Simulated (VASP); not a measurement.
Computed with r2SCAN meta-GGA, VASP's PBE PAW potentials (set 64) (plane waves; VASP).

Input for VASP

**POSCAR**
```
Fe2O3
1
    4.7507487476    -2.4654250886     0.0146575849
    4.7507487476     2.4654250886     0.0146575849
    3.4587466429    -0.0000000000     4.0847554466
Fe O
4 6
Direct
  0.8553508901   0.8553508901   0.8553508901
  0.3553508901   0.3553508901   0.3553508901
  0.1446491099   0.1446491099   0.1446491099
  0.6446491099   0.6446491099   0.6446491099
  0.4418593104   0.0581406896   0.7500000000
  0.0581406896   0.7500000000   0.4418593104
  0.5581406896   0.9418593104   0.2500000000
  0.2500000000   0.5581406896   0.9418593104
  0.9418593104   0.2500000000   0.5581406896
  0.7500000000   0.4418593104   0.0581406896
```

**INCAR**
```
SYSTEM = Fe2O3
PREC = Accurate; ENCUT = 520; LREAL = .False.
LASPH = .True.
EDIFF = 1E-6; NELM = 100; ALGO = Normal
LMAXMIX = 4; LMIXTAU = .True.
ISMEAR = 0; SIGMA = 0.05
METAGGA = R2SCAN
MAGMOM = 5.0 -5.0 5.0 -5.0 6*0.0
ISPIN = 2
IBRION = 2; NSW = 60; ISIF = 3
EDIFFG = -0.02
LWAVE = .False.; LCHARG = .False.; LORBIT = 10
```

### KPOINTS
```
Automatic mesh
0
Gamma
  5 5 5
0 0 0
```

POTCAR, in this order: Fe O (PBE.64 set). Program: vasp_std.

What VASP printed:

### OSZICAR
```
       N       E                     dE             d eps       ncg     rms          rms(c)
DAV:   1     0.828997817523E+03    0.82900E+03   -0.32792E+04  3040   0.208E+03
DAV:   2     0.554534171536E+02   -0.77354E+03   -0.74763E+03  3080   0.527E+02
DAV:   3    -0.126270336588E+03   -0.18172E+03   -0.17664E+03  4440   0.251E+02
DAV:   4    -0.148737978325E+03   -0.22468E+02   -0.21010E+02  4784   0.881E+01
DAV:   5    -0.149681453743E+03   -0.94348E+00   -0.94145E+00  4392   0.201E+01    0.486E+01
DAV:   6    -0.114708406090E+03    0.34973E+02   -0.21235E+02  4672   0.164E+02    0.548E+01
DAV:   7    -0.109108147483E+03    0.56003E+01   -0.50516E+01  4568   0.109E+02    0.314E+01
DAV:   8    -0.109914073473E+03   -0.80593E+00   -0.90679E+00  5096   0.336E+01    0.201E+01
DAV:   9    -0.109541995307E+03    0.37208E+00   -0.45726E+00  5152   0.368E+01    0.428E+00
DAV:  10    -0.109990736734E+03   -0.44874E+00   -0.11620E+00  4832   0.182E+01    0.360E+00
DAV:  11    -0.109959659198E+03    0.31078E-01   -0.10444E+00  5720   0.130E+01    0.149E+00
DAV:  12    -0.109976468500E+03   -0.16809E-01   -0.12372E-01  5416   0.500E+00    0.354E-01
DAV:  13    -0.109976728232E+03   -0.25973E-03   -0.59945E-03  4592   0.106E+00    0.147E-01
DAV:  14    -0.109976888600E+03   -0.16037E-03   -0.99190E-04  5576   0.574E-01    0.146E-01
DAV:  15    -0.109976898309E+03   -0.97094E-05   -0.29973E-04  5120   0.295E-01    0.512E-02
DAV:  16    -0.109976915935E+03   -0.17626E-04   -0.13606E-04  5520   0.135E-01    0.152E-02
DAV:  17    -0.109976916262E+03   -0.32700E-06   -0.94641E-06  3040   0.272E-02
   1 F= -.10997692E+03 E0= -.10997692E+03  d E =-.109977E+03  mag=     0.0000
       N       E                     dE             d eps       ncg     rms          rms(c)
DAV:   1    -0.112091906156E+03   -0.21150E+01   -0.69887E+01  3376   0.923E+01    0.144E+01
DAV:   2    -0.109735345709E+03    0.23566E+01   -0.69004E+00  3232   0.185E+01    0.946E+00
DAV:   3    -0.110045442066E+03   -0.31010E+00   -0.14166E+00  4200   0.108E+01    0.546E+00
DAV:   4    -0.110013874634E+03    0.31567E-01   -0.27385E-01  4104   0.126E+01    0.510E+00
DAV:   5    -0.109981354321E+03    0.32520E-01   -0.72022E-02  3784   0.221E+00    0.294E+00
DAV:   6    -0.109985863979E+03   -0.45097E-02   -0.78465E-02  4128   0.201E+00    0.126E+00
DAV:   7    -0.109982176314E+03    0.36877E-02   -0.14113E-02  5768   0.330E+00    0.464E-01
DAV:   8    -0.109981769704E+03    0.40661E-03   -0.15487E-02  5448   0.111E+00    0.109E-01
DAV:   9    -0.109981823146E+03   -0.53441E-04   -0.49688E-04  3328   0.184E-01    0.433E-02
DAV:  10    -0.109981846486E+03   -0.23340E-04   -0.18777E-04  4920   0.104E-01    0.439E-02
DAV:  11    -0.109981823585E+03    0.22901E-04   -0.11073E-04  5144   0.118E-01    0.112E-02
DAV:  12    -0.109981824786E+03   -0.12016E-05   -0.99374E-06  3520   0.329E-02    0.432E-03
DAV:  13    -0.109981824501E+03    0.28590E-06   -0.12310E-06  1664   0.188E-02
   2 F= -.10998182E+03 E0= -.10998182E+03  d E =-.490824E-02  mag=    -0.0000
       N       E                     dE             d eps       ncg     rms          rms(c)
DAV:   1    -0.110655185023E+03   -0.67336E+00   -0.17011E+01  3352   0.448E+01    0.670E+00
DAV:   2    -0.110063441891E+03    0.59174E+00   -0.18731E+00  3272   0.929E+00    0.334E+00
DAV:   3    -0.110103294422E+03   -0.39853E-01   -0.31905E-01  4016   0.723E+00    0.260E+00
DAV:   4    -0.110098250588E+03    0.50438E-02   -0.25359E-02  4384   0.369E+00    0.189E+00
DAV:   5    -0.110096035106E+03    0.22155E-02   -0.28558E-02  3952   0.203E+00    0.136E+00
DAV:   6    -0.110092280376E+03    0.37547E-02   -0.98192E-03  4448   0.224E+00    0.652E-01
DAV:   7    -0.110093446419E+03   -0.11660E-02   -0.49790E-03  5160   0.734E-01    0.101E-01
DAV:   8    -0.110093449944E+03   -0.35252E-05   -0.78993E-04  4656   0.461E-01    0.517E-02
DAV:   9    -0.110093444872E+03    0.50720E-05   -0.77619E-05  4512   0.167E-01    0.334E-02
DAV:  10    -0.110093446814E+03   -0.19415E-05   -0.66986E-05  5744   0.101E-01    0.262E-02
DAV:  11    -0.110093441615E+03    0.51984E-05   -0.23723E-05  5128   0.904E-02    0.276E-03
DAV:  12    -0.110093441273E+03    0.34203E-06   -0.34164E-06  2024   0.156E-02
   3 F= -.11009344E+03 E0= -.11009344E+03  d E =-.116525E+00  mag=     0.0000
       N       E                     dE             d eps       ncg     rms          rms(c)
DAV:   1    -0.110093661282E+03   -0.21967E-03   -0.69322E-03  3288   0.919E-01    0.137E-01
DAV:   2    -0.110093414406E+03    0.24688E-03   -0.71201E-04  3224   0.187E-01    0.756E-02
DAV:   3    -0.110093442100E+03   -0.27694E-04   -0.14187E-04  4360   0.123E-01    0.523E-02
DAV:   4    -0.110093439339E+03    0.27607E-05   -0.17681E-05  3584   0.108E-01    0.463E-02
DAV:   5    -0.110093439094E+03    0.24475E-06   -0.71318E-06  3160   0.246E-02
   4 F= -.11009344E+03 E0= -.11009344E+03  d E =-.116523E+00  mag=     0.0000
       N       E                     dE             d eps       ncg     rms          rms(c)
DAV:   1    -0.110091931178E+03    0.15082E-02   -0.51730E-02  3040   0.118E+00    0.237E-01
DAV:   2    -0.110093410725E+03   -0.14795E-02   -0.17194E-03  3416   0.339E-01    0.134E-01
DAV:   3    -0.110093697571E+03   -0.28685E-03   -0.18175E-04  3648   0.136E-01    0.334E-02
DAV:   4    -0.110093693383E+03    0.41881E-05   -0.12085E-05  4160   0.292E-02    0.138E-02
DAV:   5    -0.110093692485E+03    0.89785E-06   -0.61737E-06  3024   0.211E-02
   5 F= -.11009369E+03 E0= -.11009369E+03  d E =-.253391E-03  mag=    -0.0000
       N       E                     dE             d eps       ncg     rms          rms(c)
DAV:   1    -0.110089751864E+03    0.39415E-02   -0.11866E-01  3040   0.179E+00    0.361E-01
DAV:   2    -0.110093155987E+03   -0.34041E-02   -0.39040E-03  3264   0.494E-01    0.196E-01
DAV:   3    -0.110093805535E+03   -0.64955E-03   -0.40526E-04  3528   0.194E-01    0.460E-02
DAV:   4    -0.110093796985E+03    0.85493E-05   -0.27329E-05  4448   0.429E-02    0.218E-02
DAV:   5    -0.110093795923E+03    0.10625E-05   -0.15346E-05  3840   0.312E-02    0.103E-02
DAV:   6    -0.110093796831E+03   -0.90847E-06   -0.15643E-06  1536   0.271E-02
   6 F= -.11009380E+03 E0= -.11009380E+03  d E =-.357737E-03  mag=     0.0000
```

**OUTCAR**
```
------------------------ aborting loop because EDIFF is reached ----------------------------------------
  FORCE on cell =-STRESS in cart. coord.  units (eV):
  Direction    XX          YY          ZZ          XY          YZ          ZX
  --------------------------------------------------------------------------------------
  Total       -0.0629887      0.0696236      0.0562608      0.0000000      0.0000000     -0.0420962
  in kB       -1.0155056      1.1224739      0.9070370      0.0000000      0.0000000     -0.6786753
  external PRESSURE =       0.3380018 kB  Pullay stress =       0.0000000 kB
  volume of cell :       99.38
      direct lattice vectors                 reciprocal lattice vectors
     4.809711424 -2.500584313  0.012077180     0.104177434 -0.199953266 -0.088050053
     4.809711424  2.500584313  0.012077180     0.104177434  0.199953266 -0.088050053
     3.499284186  0.000000000  4.140218385    -0.000607779  0.000000000  0.242046844
 POSITION                                       TOTAL-FORCE (eV/Angst)
 -----------------------------------------------------------------------------------
     11.22447      0.00000      3.56307        -0.005969     -0.000000     -0.001895
      4.66512      0.00000      1.48089        -0.005969     -0.000000     -0.001895
      1.89423      0.00000      0.60130         0.005969     -0.000000      0.001895
      8.45359      0.00000      2.68349         0.005969     -0.000000      0.001895
      5.02932     -0.96189      3.11120        -0.000000     -0.007691      0.000000
      5.43249      1.73124      1.84111        -0.002015      0.003845      0.006348
      8.08939      0.96189      1.05317        -0.000000      0.007691     -0.000000
      7.18214      0.76935      3.91122        -0.002015     -0.003845      0.006348
      7.68621     -1.73124      2.32326         0.002015     -0.003845     -0.006348
      5.93657     -0.76935      0.25316         0.002015      0.003845     -0.006348
 -----------------------------------------------------------------------------------
    total drift:                                0.000000     -0.000000      0.000000
  FREE ENERGIE OF THE ION-ELECTRON SYSTEM (eV)
  ---------------------------------------------------
  free  energy   TOTEN  =      -110.0937968312 eV

  energy  without entropy=     -110.0937968312  energy(sigma->0) =     -110.09379683

 total charge

# of ion       s       p       d       tot
------------------------------------------
    1        0.374   0.561   5.868   6.803
    2        0.374   0.561   5.868   6.803
    3        0.374   0.561   5.868   6.803
    4        0.374   0.561   5.868   6.803
    5        1.574   3.487   0.000   5.061
    6        1.574   3.487   0.000   5.061
    7        1.574   3.487   0.000   5.061
    8        1.574   3.487   0.000   5.061
    9        1.574   3.487   0.000   5.061
   10        1.574   3.487   0.000   5.061
--------------------------------------------------
tot         10.940  23.163  23.472  57.576

 magnetization (x)

# of ion       s       p       d       tot
------------------------------------------
    1        0.013   0.012   3.890   3.915
    2       -0.013  -0.012  -3.890  -3.915
    3        0.013   0.012   3.890   3.915
    4       -0.013  -0.012  -3.890  -3.915
    5        0.000   0.000   0.000   0.000
    6        0.000   0.000   0.000   0.000
    7        0.000   0.000   0.000   0.000
    8        0.000   0.000   0.000   0.000
    9        0.000   0.000   0.000   0.000
   10        0.000   0.000   0.000   0.000
--------------------------------------------------
tot          0.000   0.000  -0.000  -0.000

 reached required accuracy - stopping structural energy minimisation
```
(Selected blocks of OUTCAR.)

**CONTCAR**
```
Fe2O3
   1.00000000000000
     4.8097114237197029   -2.5005843125276805    0.0120771803055705
     4.8097114237197029    2.5005843125276805    0.0120771803055705
     3.4992841863225381    0.0000000000000000    4.1402183850036121
  Fe              O
     4     6
Direct
     0.8556082307079353    0.8556082307079353    0.8556082307066377
     0.3556082307079354    0.3556082307079354    0.3556082307066377
     0.1443917692920646    0.1443917692920646    0.1443917692933623
     0.6443917692920647    0.6443917692920647    0.6443917692933623
     0.4423326073567193    0.0576673926432806    0.7500000000000000
     0.0576673926427423    0.7499999999994617    0.4423326073586742
     0.5576673926432806    0.9423326073567194    0.2500000000000000
     0.2499999999994617    0.5576673926427423    0.9423326073586742
     0.9423326073572577    0.2500000000005383    0.5576673926413258
     0.7500000000005383    0.4423326073572577    0.0576673926413258
```

Energy and stress use the plane-wave basis of the starting cell.

The compound is Fe2O3 in the corundum structure. This run relaxes it. Symmetry was kept, so distortions that lower it aren't found. The start is the result of an earlier pass.
